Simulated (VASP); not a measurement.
A run of VASP 6.6.1 is set up as follows.

INCAR

```
PREC     = Accurate       # precision mode
ENCUT    = 520            # plane-wave cutoff, eV
EDIFF    = 1E-7           # SCF threshold, eV
ISMEAR   = 0              # smearing method
SIGMA    = 0.02           # smearing width, eV
LREAL    = False          # projectors in reciprocal space
LASPH    = True           # aspherical terms in the spheres
NELM     = 100            # most SCF steps
ALGO     = Normal         # electronic algorithm
ISIF     = 2              # what is computed and relaxed
LWAVE    = False          # write WAVECAR
LCHARG   = False          # write CHGCAR
GGA      = PE             # functional
NBANDS   = 16             # bands
```

Contents of KPOINTS:

```
Automatic mesh
0
Gamma
  4 4 4
```

The input POSCAR:

```
GaN                                     
1.0
    0.0000000000      2.2741259470      2.2741259470
    2.2741259470      0.0000000000      2.2741259470
    2.2741259470      2.2741259470      0.0000000000
  Ga              N             
     1     1
Direct
     0.0000000000000000    0.0000000000000000    0.0000000000000000
     0.7500000000000000    0.7500000000000000    0.7500000000000000
```

The input KPOINTS_OPT:

```
path GXWKGLUWLK,UX
20
line-mode
reciprocal
 0.0000000000  0.0000000000  0.0000000000  G
 0.5000000000  0.0000000000  0.5000000000  X

 0.5000000000  0.0000000000  0.5000000000  X
 0.5000000000  0.2500000000  0.7500000000  W

 0.5000000000  0.2500000000  0.7500000000  W
 0.3750000000  0.3750000000  0.7500000000  K

 0.3750000000  0.3750000000  0.7500000000  K
 0.0000000000  0.0000000000  0.0000000000  G

 0.0000000000  0.0000000000  0.0000000000  G
 0.5000000000  0.5000000000  0.5000000000  L

 0.5000000000  0.5000000000  0.5000000000  L
 0.6250000000  0.2500000000  0.6250000000  U

 0.6250000000  0.2500000000  0.6250000000  U
 0.5000000000  0.2500000000  0.7500000000  W

 0.5000000000  0.2500000000  0.7500000000  W
 0.5000000000  0.5000000000  0.5000000000  L

 0.5000000000  0.5000000000  0.5000000000  L
 0.3750000000  0.3750000000  0.7500000000  K

 0.6250000000  0.2500000000  0.6250000000  U
 0.5000000000  0.0000000000  0.5000000000  X
```

Potentials or basis: VASP PAW PBE potentials, release 64 (Ga_d, N).

Command:

```sh
$ cat potpaw_PBE.64/Ga_d/POTCAR potpaw_PBE.64/N/POTCAR > POTCAR
$ mpirun -np 1 vasp_std > vasp.out
```

**Question.** What does it give for the pressure?

**Answer.** 0.0 GPa.

**Question.** Estimate the band gap along the path.

**Answer.** 1.53 eV, direct.

Levels at the corners of the path, in eV from the valence-band top:
| point | band 6 | band 7 | band 8 | band 9 | band 10 | band 11 | band 12 | band 13 |
| --- | --- | --- | --- | --- | --- | --- | --- | --- |
| Γ | -13.18 | 0.00 | 0.00 | 0.00 | 1.53 | 10.09 | 10.09 | 10.09 |
| X | -11.48 | -6.04 | -2.62 | -2.62 | 3.31 | 6.46 | 11.51 | 13.65 |
| X | -11.48 | -6.04 | -2.62 | -2.62 | 3.31 | 6.46 | 11.51 | 13.65 |
| W | -11.22 | -5.62 | -3.59 | -3.52 | 6.14 | 8.09 | 10.02 | 11.00 |
| W | -11.22 | -5.62 | -3.59 | -3.52 | 6.14 | 8.09 | 10.02 | 11.00 |
| K | -11.33 | -5.78 | -4.13 | -2.11 | 4.91 | 7.62 | 10.88 | 12.58 |
| K | -11.33 | -5.78 | -4.13 | -2.11 | 4.91 | 7.62 | 10.88 | 12.58 |
| Γ | -13.18 | 0.00 | 0.00 | 0.00 | 1.53 | 10.09 | 10.09 | 10.09 |
| Γ | -13.18 | 0.00 | 0.00 | 0.00 | 1.53 | 10.09 | 10.09 | 10.09 |
| L | -11.91 | -6.89 | -0.94 | -0.94 | 4.42 | 8.58 | 10.18 | 10.18 |
| L | -11.91 | -6.89 | -0.94 | -0.94 | 4.42 | 8.58 | 10.18 | 10.18 |
| U | -11.33 | -5.78 | -4.13 | -2.11 | 4.91 | 7.62 | 10.88 | 12.58 |
| U | -11.33 | -5.78 | -4.13 | -2.11 | 4.91 | 7.62 | 10.88 | 12.58 |
| W | -11.22 | -5.62 | -3.59 | -3.52 | 6.14 | 8.09 | 10.02 | 11.00 |
| W | -11.22 | -5.62 | -3.59 | -3.52 | 6.14 | 8.09 | 10.02 | 11.00 |
| L | -11.91 | -6.89 | -0.94 | -0.94 | 4.42 | 8.58 | 10.18 | 10.18 |
| L | -11.91 | -6.89 | -0.94 | -0.94 | 4.42 | 8.58 | 10.18 | 10.18 |
| K | -11.33 | -5.78 | -4.13 | -2.11 | 4.91 | 7.62 | 10.88 | 12.58 |
| U | -11.33 | -5.78 | -4.13 | -2.11 | 4.91 | 7.62 | 10.88 | 12.58 |
| X | -11.48 | -6.04 | -2.62 | -2.62 | 3.31 | 6.46 | 11.51 | 13.65 |

Caveat: the k mesh is coarse (spacing up to 0.60 Å⁻¹), so the values aren't converged. As with any semilocal functional, this PBE gap is likely too small.
